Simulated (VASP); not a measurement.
A run of VASP 6.6.1 is set up as follows.

INCAR

```
SYSTEM = SrTiO3
PREC = Accurate ; ENCUT = 520
EDIFF = 1E-7 ; ISMEAR = 0
SIGMA = 0.03 ; LREAL = .FALSE.
LASPH = .TRUE. ; NELM = 80
ALGO = Normal ; ISIF = 2
LWAVE = .FALSE. ; LCHARG = .FALSE.
LMAXMIX = 4 ; GGA = PE
NBANDS = 28 ; ICORELEVEL = 1
```

The input KPOINTS:

```
Automatic mesh
0
G
  8 8 8
  0 0 0
```

The input POSCAR:

```
SrTiO3                                  
1.0
    3.9402048293      0.0000000000      0.0000000000
    0.0000000000      3.9402048293      0.0000000000
    0.0000000000      0.0000000000      3.9402048293
  Sr              Ti              O             
     1     1     3
Direct
     0.5000000000000000    0.5000000000000000    0.5000000000000000
     0.0000000000000000    0.0000000000000000    0.0000000000000000
     0.5000000000000000    0.0000000000000000    0.0000000000000000
     0.0000000000000000    0.5000000000000000    0.0000000000000000
     0.0000000000000000    0.0000000000000000    0.5000000000000000
```

File KPOINTS_OPT:

```
explicit points
124
Reciprocal
 0.0000000000  0.0000000000  0.0000000000 1
 0.0000000000  0.0263157895  0.0000000000 1
 0.0000000000  0.0526315789  0.0000000000 1
 0.0000000000  0.0789473684  0.0000000000 1
 0.0000000000  0.1052631579  0.0000000000 1
 0.0000000000  0.1315789474  0.0000000000 1
 0.0000000000  0.1578947368  0.0000000000 1
 0.0000000000  0.1842105263  0.0000000000 1
 0.0000000000  0.2105263158  0.0000000000 1
 0.0000000000  0.2368421053  0.0000000000 1
 0.0000000000  0.2631578947  0.0000000000 1
 0.0000000000  0.2894736842  0.0000000000 1
 0.0000000000  0.3157894737  0.0000000000 1
 0.0000000000  0.3421052632  0.0000000000 1
 0.0000000000  0.3684210526  0.0000000000 1
 0.0000000000  0.3947368421  0.0000000000 1
 0.0000000000  0.4210526316  0.0000000000 1
 0.0000000000  0.4473684211  0.0000000000 1
 0.0000000000  0.4736842105  0.0000000000 1
 0.0000000000  0.5000000000  0.0000000000 1
 0.0000000000  0.5000000000  0.0000000000 1
 0.0263157895  0.5000000000  0.0000000000 1
 0.0526315789  0.5000000000  0.0000000000 1
 0.0789473684  0.5000000000  0.0000000000 1
 0.1052631579  0.5000000000  0.0000000000 1
 0.1315789474  0.5000000000  0.0000000000 1
 0.1578947368  0.5000000000  0.0000000000 1
 0.1842105263  0.5000000000  0.0000000000 1
 0.2105263158  0.5000000000  0.0000000000 1
 0.2368421053  0.5000000000  0.0000000000 1
 0.2631578947  0.5000000000  0.0000000000 1
 0.2894736842  0.5000000000  0.0000000000 1
 0.3157894737  0.5000000000  0.0000000000 1
 0.3421052632  0.5000000000  0.0000000000 1
 0.3684210526  0.5000000000  0.0000000000 1
 0.3947368421  0.5000000000  0.0000000000 1
 0.4210526316  0.5000000000  0.0000000000 1
 0.4473684211  0.5000000000  0.0000000000 1
 0.4736842105  0.5000000000  0.0000000000 1
 0.5000000000  0.5000000000  0.0000000000 1
 0.5000000000  0.5000000000  0.0000000000 1
 0.4736842105  0.4736842105  0.0000000000 1
 0.4473684211  0.4473684211  0.0000000000 1
 0.4210526316  0.4210526316  0.0000000000 1
 0.3947368421  0.3947368421  0.0000000000 1
 0.3684210526  0.3684210526  0.0000000000 1
 0.3421052632  0.3421052632  0.0000000000 1
 0.3157894737  0.3157894737  0.0000000000 1
 0.2894736842  0.2894736842  0.0000000000 1
 0.2631578947  0.2631578947  0.0000000000 1
 0.2368421053  0.2368421053  0.0000000000 1
 0.2105263158  0.2105263158  0.0000000000 1
 0.1842105263  0.1842105263  0.0000000000 1
 0.1578947368  0.1578947368  0.0000000000 1
 0.1315789474  0.1315789474  0.0000000000 1
 0.1052631579  0.1052631579  0.0000000000 1
 0.0789473684  0.0789473684  0.0000000000 1
 0.0526315789  0.0526315789  0.0000000000 1
 0.0263157895  0.0263157895  0.0000000000 1
 0.0000000000  0.0000000000  0.0000000000 1
 0.0000000000  0.0000000000  0.0000000000 1
 0.0263157895  0.0263157895  0.0263157895 1
 0.0526315789  0.0526315789  0.0526315789 1
 0.0789473684  0.0789473684  0.0789473684 1
 0.1052631579  0.1052631579  0.1052631579 1
 0.1315789474  0.1315789474  0.1315789474 1
 0.1578947368  0.1578947368  0.1578947368 1
 0.1842105263  0.1842105263  0.1842105263 1
 0.2105263158  0.2105263158  0.2105263158 1
 0.2368421053  0.2368421053  0.2368421053 1
 0.2631578947  0.2631578947  0.2631578947 1
 0.2894736842  0.2894736842  0.2894736842 1
 0.3157894737  0.3157894737  0.3157894737 1
 0.3421052632  0.3421052632  0.3421052632 1
 0.3684210526  0.3684210526  0.3684210526 1
 0.3947368421  0.3947368421  0.3947368421 1
 0.4210526316  0.4210526316  0.4210526316 1
 0.4473684211  0.4473684211  0.4473684211 1
 0.4736842105  0.4736842105  0.4736842105 1
 0.5000000000  0.5000000000  0.5000000000 1
 0.5000000000  0.5000000000  0.5000000000 1
 0.4736842105  0.5000000000  0.4736842105 1
 0.4473684211  0.5000000000  0.4473684211 1
 0.4210526316  0.5000000000  0.4210526316 1
 0.3947368421  0.5000000000  0.3947368421 1
 0.3684210526  0.5000000000  0.3684210526 1
 0.3421052632  0.5000000000  0.3421052632 1
 0.3157894737  0.5000000000  0.3157894737 1
 0.2894736842  0.5000000000  0.2894736842 1
 0.2631578947  0.5000000000  0.2631578947 1
 0.2368421053  0.5000000000  0.2368421053 1
 0.2105263158  0.5000000000  0.2105263158 1
 0.1842105263  0.5000000000  0.1842105263 1
 0.1578947368  0.5000000000  0.1578947368 1
 0.1315789474  0.5000000000  0.1315789474 1
 0.1052631579  0.5000000000  0.1052631579 1
 0.0789473684  0.5000000000  0.0789473684 1
 0.0526315789  0.5000000000  0.0526315789 1
 0.0263157895  0.5000000000  0.0263157895 1
 0.0000000000  0.5000000000  0.0000000000 1
 0.5000000000  0.5000000000  0.0000000000 1
 0.5000000000  0.5000000000  0.0263157895 1
 0.5000000000  0.5000000000  0.0526315789 1
 0.5000000000  0.5000000000  0.0789473684 1
 0.5000000000  0.5000000000  0.1052631579 1
 0.5000000000  0.5000000000  0.1315789474 1
 0.5000000000  0.5000000000  0.1578947368 1
 0.5000000000  0.5000000000  0.1842105263 1
 0.5000000000  0.5000000000  0.2105263158 1
 0.5000000000  0.5000000000  0.2368421053 1
 0.5000000000  0.5000000000  0.2631578947 1
 0.5000000000  0.5000000000  0.2894736842 1
 0.5000000000  0.5000000000  0.3157894737 1
 0.5000000000  0.5000000000  0.3421052632 1
 0.5000000000  0.5000000000  0.3684210526 1
 0.5000000000  0.5000000000  0.3947368421 1
 0.5000000000  0.5000000000  0.4210526316 1
 0.5000000000  0.5000000000  0.4473684211 1
 0.5000000000  0.5000000000  0.4736842105 1
 0.5000000000  0.5000000000  0.5000000000 1
 0.0000000000  0.0000000000  0.0000000000 1
 0.5000000000  0.5000000000  0.0000000000 1
 0.5000000000  0.5000000000  0.5000000000 1
 0.0000000000  0.5000000000  0.0000000000 1
```

Potentials or basis: VASP PAW PBE potentials, release 64 (Sr_sv, Ti_sv, O).

Command:

```bash
$ cat potpaw_PBE.64/Sr_sv/POTCAR potpaw_PBE.64/Ti_sv/POTCAR potpaw_PBE.64/O/POTCAR > POTCAR
$ mpirun -np 1 vasp_std > vasp.out
```

Question: Estimate the pressure.

Answer: 0.1 GPa.

Question: Predict the band gap along the path.

Answer: 1.81 eV, indirect (least direct gap 2.18 eV).

Question: Predict the band gap on the k mesh.

Answer: 1.81 eV, indirect (least direct gap 2.18 eV).

Core levels (eV, on the scale of the bands):
| atom | levels |
| --- | --- |
| 1 Sr | 1s -15923.3, 2s -2145.8, 2p -1905.2, 3s -321.8, 3p -244.2, 3d -116.1 |
| 2 Ti | 1s -4858.5, 2s -527.7, 2p -434.9 |
| 3 O | 1s -500.1 |
| 4 O | 1s -500.1 |
| 5 O | 1s -500.1 |

PBE gaps usually lie below the measured ones, often by a third to a half.
